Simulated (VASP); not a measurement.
# Hf3SnS4 (P1) in VASP: relaxation of cell and atoms with PBE

Aim: the relaxation of cell and atoms of Hf3SnS4 with PBE.

Program: VASP 6.6.1. These are calculated values, not measurements. Logs are shortened: lines on timing, memory, paths and dates and some standing lists are left out, and cuts for length are marked.

**1. Starting point**

The typed cell holds 8 atoms: a = 3.722 Å, b = 3.602 Å, c = 17.781 Å, α = 90.68°, β = 88.73°, γ = 120.10°.

The cell was built by a generator and needn't be a form met in nature.

**2. Relaxation of cell and atoms, PBE**

The input, INCAR:

```
PREC = Normal
ENCUT = 520
EDIFF = 1E-5
ISMEAR = 0
SIGMA = 0.15
LREAL = Auto
LASPH = T
NELM = 80
ALGO = Fast
ISIF = 3
LWAVE = F
LCHARG = F
GGA = PE
IBRION = 2
NSW = 110
EDIFFG = -0.03
ISYM = 0
KPAR = 4
```

The input, KPOINTS:

```
regular mesh
0
Gamma
  7 7 2
```

The input, POSCAR:

```
Hf3SnS4
1.0
    3.7221312000      0.0321704700      0.0408271200
   -1.8332046400      3.1004517000     -0.0215551800
    0.1977940800     -0.0063864200     17.7800926800
Hf Sn S
3 1 4
Direct
    0.6786560200      0.3270693700      0.0045099400
    0.3123417600      0.6567444400      0.3744406600
    0.3372763300      0.6535228900      0.6315641900
    0.0164762200      0.0042885400      0.4994421600
    0.0053226200      0.0182993600      0.9204928500
    0.3582795200      0.6815255200      0.0847257800
    0.6745215900      0.3492087100      0.2935872900
    0.6756470200      0.3446973900      0.7045464100
```

Potentials or basis: VASP PAW PBE potentials, release 64 (Hf_pv, Sn_d, S).

The run is started by

```
$ cat potpaw_PBE.64/Hf_pv/POTCAR potpaw_PBE.64/Sn_d/POTCAR potpaw_PBE.64/S/POTCAR > POTCAR
$ mpirun -np 4 vasp_std > vasp.out
```

OUTCAR:

```text
PREC = Normal
   ENCUT = 520
   EDIFF = 1E-5
   ISMEAR = 0
   LREAL = Auto
   LASPH = T
   NELM = 80
   ISIF = 3
   GGA = PE
   IBRION = 2
   NSW = 110
   EDIFFG = -0.03
   ISYM = 0

 ion  position               nearest neighbor table
   1  0.679  0.327  0.005-   6 2.47   5 2.49   6 2.55   5 2.62   6 2.63   5 2.66
   2  0.312  0.657  0.374-   7 2.53   7 2.55   7 2.59   4 2.99   4 3.02   4 3.21
   3  0.337  0.654  0.632-   8 2.45   8 2.48   8 2.51   4 3.10   4 3.18   4 3.20
   4  0.016  0.004  0.499-   2 2.99   2 3.02   3 3.10   3 3.18   3 3.20   2 3.21
   5  0.005  0.018  0.920-   1 2.49   1 2.62   1 2.66
   6  0.358  0.682  0.085-   1 2.47   1 2.55   1 2.63
   7  0.675  0.349  0.294-   2 2.53   2 2.55   2 2.59
   8  0.676  0.345  0.705-   3 2.45   3 2.48   3 2.51

IMPORTANT INFORMATION: All symmetrisations will be switched off!
NOSYMM: (Re-)initialisation of all symmetry stuff for point group C_1.

----------------------------------------------------------------------------------------

                                     Primitive cell

  volume of cell :     206.2108

  direct lattice vectors                    reciprocal lattice vectors
     3.722131200  0.032170470  0.040827120     0.267329309  0.158043568 -0.002917129
    -1.833204640  3.100451700 -0.021555180    -0.002775096  0.320893833  0.000146133
     0.197794080 -0.006386420 17.780092680    -0.000617213  0.000026123  0.056249552

  length of vectors
     3.722494119  3.601930680 17.781193970     0.310565997  0.320905866  0.056252944

  position of ions in fractional coordinates (direct lattice)
     0.678656020  0.327069370  0.004509940
     0.312341760  0.656744440  0.374440660
     0.337276330  0.653522890  0.631564190
     0.016476220  0.004288540  0.499442160
     0.005322620  0.018299360  0.920492850
     0.358279520  0.681525520  0.084725780
     0.674521590  0.349208710  0.293587290
     0.675647020  0.344697390  0.704546410

  ion indices of the primitive-cell ions
   primitive index   ion index
                 1           1
                 2           2
                 3           3
                 4           4
                 5           5
                 6           6
                 7           7
                 8           8

----------------------------------------------------------------------------------------

 KPOINTS: regular mesh

Automatic generation of k-mesh.
 Grid dimensions read from file:
 generate k-points for:    7    7    2

 Generating k-lattice:

  Cartesian coordinates                     Fractional coordinates (reciprocal lattice)
     0.038189901  0.022577653 -0.000416733     0.142857143  0.000000000  0.000000000
    -0.000396442  0.045841976  0.000020876    -0.000000000  0.142857143  0.000000000
    -0.000308606  0.000013061  0.028124776     0.000000000 -0.000000000  0.500000000

  Length of vectors
     0.044366571  0.045843695  0.028126472

  Shift w.r.t. Gamma in fractional coordinates (k-lattice)
     0.000000000  0.000000000  0.000000000

 Subroutine IBZKPT returns following result:
 ===========================================

 Found     50 irreducible k-points:

 Following reciprocal coordinates:
            Coordinates               Weight
  0.000000  0.000000  0.000000      1.000000
  0.142857 -0.000000 -0.000000      2.000000
  0.285714  0.000000  0.000000      2.000000
  0.428571 -0.000000  0.000000      2.000000
 -0.000000  0.142857  0.000000      2.000000
  0.142857  0.142857 -0.000000      2.000000
[... 16 lines left out ...]
 -0.428571  0.428571  0.000000      2.000000
 -0.285714  0.428571 -0.000000      2.000000
 [... further k-points ...]
   k-points           NKPTS =     50   k-points in BZ     NKDIM =     50   number of bands    NBANDS=     40
   number of dos      NEDOS =    301   number of ions     NIONS =      8
   total plane-waves  NPLWV =  48000
   dimension x,y,z NGX =    24 NGY =   20 NGZ =  100
   dimension x,y,z NGXF=    48 NGYF=   40 NGZF=  200
   ions per type =               3   1   4
   NGX,Y,Z   is equivalent  to a cutoff of  10.72,  9.23,  9.35 a.u.
   NGXF,Y,Z  is equivalent  to a cutoff of  21.44, 18.46, 18.70 a.u.
 SYSTEM =  unknown system
   PREC   = normal    normal or accurate (medium, high low for compatibility)
   ISTART =      0    job   : 0-new  1-cont  2-samecut
   ICHARG =      2    charge: 1-file 2-atom 10-const
   ISPIN  =      1    spin polarized calculation?
   LNONCOLLINEAR =      F non collinear calculations
   LSORBIT =      F    spin-orbit coupling
   LASPH  =      T    aspherical Exc in radial PAW
   ENCUT  =  520.0 eV  38.22 Ry    6.18 a.u.   6.92  6.70 33.06*2*pi/ulx,y,z
   NELM   =     80;   NELMIN=  2; NELMDL= -5     # of ELM steps
   EDIFF  = 0.1E-04   stopping-criterion for ELM
   LREAL  =      T    real-space projection
   EDIFFG = -.3E-01   stopping-criterion for IOM
   NSW    =    110    number of steps for IOM
   IBRION =      2    ionic relax: 0-MD 1-quasi-New 2-CG
   NFREE  =      1    steps in history (QN), initial steepest desc. (CG)
   ISIF   =      3    stress and relaxation
   ISYM   =      0    0-nonsym 1-usesym 2-fastsym
   POTIM  = 0.5000    time-step for ionic-motion
   TEBEG  =    0.0;   TEEND  =   0.0 temperature during run
   PSTRESS=    0.0 pullay stress
   NELECT =      68.0000    total number of electrons
   NUPDOWN=      -1.0000    fix difference up-down
   EMIN   =  10.00;   EMAX   =-10.00  energy-range for DOS
   EFERMI =   0.00;   METHOD = LEGACY
   ISMEAR =     0;   SIGMA  =   0.15  broadening in eV -4-tet -1-fermi 0-gaus
   EFERMI_NEDOS =   21; number of points for ismear=-14 and -15
   IALGO  =     68    algorithm
   IMIX   =      4    mixing-type and parameters
     AMIX     =   0.40;   BMIX     =  1.00
     AMIX_MAG =   1.60;   BMIX_MAG =  1.00
  volume/ion in A,a.u.               =      25.78       173.95
  Fermi-wavevector in a.u.,A,eV,Ry     =   1.131030  2.137336 17.404957  1.279228
  Thomas-Fermi vector in A             =   2.267728
   LORBIT       =      0    0 simple, 1 ext, 2 COOP (PROOUT), +10 PAW based schemes
   GGA     = PE    functional components
   LHFCALC =     F    Hartree Fock is set to
   AEXX    =    0.0000 exact exchange contribution
   IVDW    =     0    specifies the selected vdW correction
   LEPSILON=     F    determine dielectric tensor
   LRPA    =     F    only Hartree local field effects (RPA)
 conjugate gradient relaxation of ions
 non-spin polarized calculation
 RMM-DIIS sequential band-by-band and
 Gauss-broadening in eV      SIGMA  =   0.15
  energy-cutoff  :      520.00
  volume of cell :      206.21
 maximum number of plane-waves:      5587
   NGX = 13   NGY = 13   NGZ = 67

--------------------------------------- Ionic step        1  -------------------------------------------

 number of electron      68.0000020 magnetization

 Free energy of the ion-electron system (eV)
  ---------------------------------------------------
  ext. energy  EPLUGINS =         0.00000000
  ---------------------------------------------------
  free energy    TOTEN  =       -59.66958524 eV

  energy without entropy =      -59.59904119  energy(sigma->0) =      -59.63431322

------------------------ aborting loop because EDIFF is reached ----------------------------------------

  FORCE on cell =-STRESS in cart. coord.  units (eV):
  Direction    XX          YY          ZZ          XY          YZ          ZX
  --------------------------------------------------------------------------------------
  -------------------------------------------------------------------------------------
  Total       -4.2557889     -2.1904717     -3.1642105     -1.3406688     -0.2153999     -2.0961618
  in kB      -33.0658228    -17.0191120    -24.5846833    -10.4164746     -1.6735733    -16.2863610
  external PRESSURE =     -24.8898727 kB  Pullay stress =       0.0000000 kB
[... 107 lines left out ...]
  FREE ENERGIE OF THE ION-ELECTRON SYSTEM (eV)
  ---------------------------------------------------
  free  energy   TOTEN  =       -59.8459672155 eV

  energy  without entropy=      -59.7751277529  energy(sigma->0) =      -59.81054748

 E-fermi :   4.2762     XC(G=0):  -9.3924

 val. band max:        4.2758269864   @ k =   0.4286   0.4286   0.5000
 cond. band min:       4.2771909455   @ k =  -0.4286   0.1429   0.5000
 fundamental gap:      0.0013639591
 Fermi energy:         4.2761744092

 k-point     1 :       0.0000    0.0000    0.0000
  band No.  band energies     occupation
      1     -27.4563      2.00000
      2     -27.3483      2.00000
      3     -27.3442      2.00000
      4     -27.2342      2.00000
      5     -27.2143      2.00000
      6     -27.1524      2.00000
[... 1021 lines left out ...]
     39       6.4536      0.00000
     40       6.8995      0.00000

 [... further k-points ...]

[... ionic steps 4 to 13 ...]

--------------------------------------- Ionic step       14  -------------------------------------------

 number of electron      67.9999988 magnetization

------------------------ aborting loop because EDIFF is reached ----------------------------------------

  FORCE on cell =-STRESS in cart. coord.  units (eV):
  Direction    XX          YY          ZZ          XY          YZ          ZX
  --------------------------------------------------------------------------------------
  -------------------------------------------------------------------------------------
  Total        0.0226817      0.1170674      0.1304371     -0.0116474     -0.0569835     -0.0694394
  in kB        0.1842302      0.9508697      1.0594635     -0.0946048     -0.4628431     -0.5640155
  external PRESSURE =       0.7315211 kB  Pullay stress =       0.0000000 kB
[... 69 lines left out ...]
  energy  without entropy=      -59.8536284704  energy(sigma->0) =      -59.88870369

--------------------------------------- Ionic step       16  -------------------------------------------

 number of electron      67.9999988 magnetization

 Free energy of the ion-electron system (eV)
  ---------------------------------------------------
  ext. energy  EPLUGINS =         0.00000000
  ---------------------------------------------------
  free energy    TOTEN  =       -59.92401137 eV

  energy without entropy =      -59.85409901  energy(sigma->0) =      -59.88905519

 E-fermi :   4.3315     XC(G=0):  -9.4303

 val. band max:        4.3309875022   @ k =   0.2857   0.1429   0.0000
 cond. band min:       4.3328486325   @ k =   0.0000   0.4286   0.0000
 fundamental gap:      0.0018611303
 Fermi energy:         4.3314752578

 k-point     1 :       0.0000    0.0000    0.0000
  band No.  band energies     occupation
      1     -27.4001      2.00000
      2     -27.2931      2.00000
      3     -27.2926      2.00000
      4     -27.1734      2.00000
      5     -27.1638      2.00000
      6     -27.0890      2.00000
[... 1021 lines left out ...]
     39       6.5297      0.00000
     40       6.9744      0.00000

 [... further k-points ...]

------------------------ aborting loop because EDIFF is reached ----------------------------------------

  FORCE on cell =-STRESS in cart. coord.  units (eV):
  Direction    XX          YY          ZZ          XY          YZ          ZX
  --------------------------------------------------------------------------------------
  -------------------------------------------------------------------------------------
  Total       -0.0191200      0.0425752      0.0791030      0.0086864     -0.0326467     -0.0228565
  in kB       -0.1551196      0.3454103      0.6417581      0.0704719     -0.2648609     -0.1854334
  external PRESSURE =       0.2773496 kB  Pullay stress =       0.0000000 kB
[... 23 lines left out ...]
  FREE ENERGIE OF THE ION-ELECTRON SYSTEM (eV)
  ---------------------------------------------------
  free  energy   TOTEN  =       -59.9240113672 eV

  energy  without entropy=      -59.8540990103  energy(sigma->0) =      -59.88905519

 reached required accuracy - stopping structural energy minimisation
```

It took 8.4 min on 4 MPI ranks of Intel Xeon Platinum 8375C at 2.90GHz (Ice Lake), shared host; peak memory 0.39 GiB.

What came out:

```
Free energy                            : -59.9240 eV
Relaxed volume                         : 24.69 Å³/atom
Relaxed cell                           : a = 3.616 Å, b = 3.619 Å, c = 17.421 Å, α = 89.72°, β = 90.29°, γ = 120.00°
Space group after relaxing (to 0.05 Å) : Cm (No. 8)
Energy gained by relaxing              : 31.8 meV/atom
Ionic steps                            : 16
Pressure after relaxing                : 0.0 GPa
Largest force after relaxing           : 0.024 eV/Å
Band gap on the k mesh                 : none (metal or under the smearing width)
```

Forces on the atoms (eV/Å):
```
Hf   0.009 -0.013  0.005
Hf   0.000 -0.001  0.009
Hf  -0.003 -0.013  0.010
Sn  -0.008  0.003 -0.002
S   -0.006  0.005  0.014
S   -0.004  0.007 -0.022
S    0.015  0.010  0.003
S   -0.003  0.002 -0.017
```

Step by step:
```
step  energy change (eV)  largest force (eV/Å)  pressure (GPa)  volume (Å³)
   1              0.0000                1.0002           -2.49       206.21
   2             -0.1528                0.7283            2.59       194.44
   3             -0.1764                0.7472            1.07       197.41
   4             -0.2256                0.3947           -0.46       199.12
   5             -0.2267                0.4016           -0.29       198.89
   6             -0.2432                0.1541           -0.14       198.02
   7             -0.2467                0.1586           -0.04       197.46
   8             -0.2509                0.0725            0.13       197.10
   9             -0.2513                0.0802            0.16       196.97
  10             -0.2506                0.1344            0.31       196.71
  11             -0.2513                0.0939            0.23       196.90
  12             -0.2531                0.0812           -0.23       197.74
  13             -0.2531                0.0774           -0.17       197.65
  14             -0.2541                0.0481            0.07       197.25
  15             -0.2542                0.0407            0.05       197.34
  16             -0.2544                0.0237            0.03       197.48
```

Final structure:
```yaml
crystal:
  lattice:
    - [3.61636, -0.00113, -0.00931]
    - [-1.80851, 3.13522, 0.00880]
    - [-0.04286, 0.02371, 17.42103]
  atoms:
    - { symbol: Hf, position: [0.68064, 0.34328, 0.00322] }
    - { symbol: Hf, position: [0.33283, 0.67024, 0.37464] }
    - { symbol: Hf, position: [0.34017, 0.66739, 0.62674] }
    - { symbol: Sn, position: [0.00544, 0.00187, 0.50073] }
    - { symbol: S, position: [0.01258, 0.01004, 0.91947] }
    - { symbol: S, position: [0.34864, 0.67419, 0.08697] }
    - { symbol: S, position: [0.66418, 0.33652, 0.29579] }
    - { symbol: S, position: [0.67405, 0.33182, 0.70575] }
```
